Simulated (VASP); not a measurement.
Input:

```xyz
2
Lattice="2.8218 0.0000 0.0000 0.0000 2.8218 0.0000 0.0000 0.0000 2.8218" Properties=species:S:1:pos:R:3 pbc="T T T"
Al     1.4109     1.4109     1.4109
Co     0.0000     0.0000     0.0000
```

Method: PBE GGA with D4 dispersion, VASP's PBE PAW potentials (set 64) (plane waves; VASP 6.6.1). Settings: 520 eV cut-off, 14×14×14 Γ-centred mesh, tetrahedra with Blöchl corrections, potentials Al Co.

Q: Predict the energy per atom (σ→0), band gap (on the k-mesh) with the smallest direct gap where there is one.

A: 
```json
{
  "band gap (on the k-mesh)": "none (metal, semimetal or under 0.01 eV)",
  "energy per atom (σ→0)": "-6440 meV/atom"
}
```

The absolute energy has meaning only against runs of the same code, potentials and settings.

The compound is CoAl in the CsCl type structure. It was relaxed first. The run is not spin-polarised, so no magnetic state was tried.
